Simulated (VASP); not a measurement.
```xyz
8
Lattice="4.6109 0.0000 0.0000 0.0000 4.6109 0.0000 0.0000 0.0000 4.6109" Properties=species:S:1:pos:R:3 pbc="T T T"
Sr     0.0000     0.0000     0.0000
O      2.3055     2.3055     2.3055
O      0.0000     0.0000     2.3055
O      0.0000     2.3055     0.0000
O      2.3055     0.0000     0.0000
Mg     2.3055     2.3055     0.0000
Mg     2.3055     0.0000     2.3055
Mg     0.0000     2.3055     2.3055
```

Level of theory: PBE GGA, VASP's PBE PAW potentials (set 64) (plane waves; VASP). Settings: 500 eV cut-off, Gaussian smearing of 0.050 eV, potentials Sr_sv O Mg.

**Question.** Give the energies of bands 9 to 22 at the high-symmetry points, in eV from the valence-band maximum.

**Answer.** 
| band | Γ | X | M | R |
|---|---|---|---|---|
| 9 | -3.44 | -3.32 | -3.95 | -4.75 |
| 10 | -3.44 | -3.32 | -3.71 | -4.75 |
| 11 | -3.44 | -3.00 | -3.71 | -4.75 |
| 12 | -1.94 | -2.84 | -2.55 | -2.38 |
| 13 | -1.94 | -2.30 | -2.55 | -2.04 |
| 14 | -1.94 | -2.22 | -2.55 | -2.04 |
| 15 | -1.22 | -2.22 | -2.31 | -1.50 |
| 16 | -1.22 | -2.02 | -2.04 | -1.50 |
| 17 | -1.22 | -1.59 | -1.34 | -1.50 |
| 18 | 0.00 | -1.59 | -1.34 | -1.29 |
| 19 | 0.00 | -0.04 | -1.30 | -1.29 |
| 20 | 0.00 | -0.04 | -0.08 | -1.29 |
| 21 | 1.95 | 4.75 | 6.07 | 5.10 |
| 22 | 5.70 | 5.26 | 6.71 | 6.39 |

The gap is direct, 1.95 eV, from the valence maximum at Γ to the conduction minimum at Γ.

The structure was generated: Mg3SrO4 was put into an ordered model structure (Pm-3m), which need not be its known phase. It was relaxed first, which changed the volume by +11 %.
